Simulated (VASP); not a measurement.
Data:

```yaml
crystal:
  lattice:
    - [2.57429, 0.00000, 0.00000]
    - [0.00000, 2.57429, 0.00000]
    - [0.00000, 0.00000, 2.57429]
  atoms:
    - { symbol: Zn, position: [0.00000, 0.00000, 0.00000] }
```

These are r2SCAN meta-GGA with spin-orbit coupling, VASP's PBE PAW potentials (set 64) (plane waves; VASP 6.6.1) values and carry that method's errors. Numerical set-up: 400 eV cut-off, 13×13×13 Γ-centred mesh, Gaussian smearing of 0.050 eV, potentials Zn.

Question: The job: Zn (relaxed from the simple-cubic structure, space group Pm-3m), 1 atom, r2SCAN+SOC, static run, 400 eV, 13×13×13 Γ-centred mesh. Roughly how much core time does it take on a busy server core?

Answer: About 8 core-minutes (one run on a shared machine, a rough figure). It had 84 irreducible k-points, 20 bands, up to 640 plane waves and 16 electronic steps.

The structure was generated: Zn was put into the simple-cubic type (Pm-3m), which need not be its known phase. It was relaxed first.
